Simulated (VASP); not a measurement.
CoSi2, 3 atoms in the cell. It takes space group Fm-3m (No. 225, cubic). Conventional cell: a = 5.313 Å, b = 5.313 Å, c = 5.313 Å, α = 90.00°, β = 90.00°, γ = 90.00°. Co (site symmetry m-3m) is surrounded by 8 Si at 2.30 Å. Si (site symmetry -43m) is surrounded by 4 Co at 2.30 Å. The cell comes from a database or a generator and needn't be the stable form of this composition.

* Program: VASP 6.6.1
* Task: relaxation of cell and atoms
* Functional: PBE
* Dispersion: D3(BJ)
* Potentials or basis: VASP PAW PBE potentials, release 64 (Co, Si)
* Cutoff: 600 eV
* k mesh: 16 × 16 × 16
* Occupations: gaussian, width 0.1 eV
* Spin: no spin polarisation
* Dipole correction: no
* Further INCAR settings: ALGO = Fast; EDIFF = 1e-06; IBRION = 2; EDIFFG = -0.01; NSW = 100; ISIF = 3

Potentials or basis: VASP PAW PBE potentials, release 64 (Co, Si).

Run with:

```console
$ cat potpaw_PBE.64/Co/POTCAR potpaw_PBE.64/Si/POTCAR > POTCAR
$ mpirun -np 1 vasp_std > vasp.out
```

Hardware: 1 thread of Intel(R) Xeon(R) 6975P-C (Granite Rapids) (shared host).

Estimate the wall time of this run.

It took 110 s on 1 thread of Intel(R) Xeon(R) 6975P-C (Granite Rapids), on a shared host, peak memory 0.25 GiB. Counts: scf iterations 42, k points 145, ion steps 4.
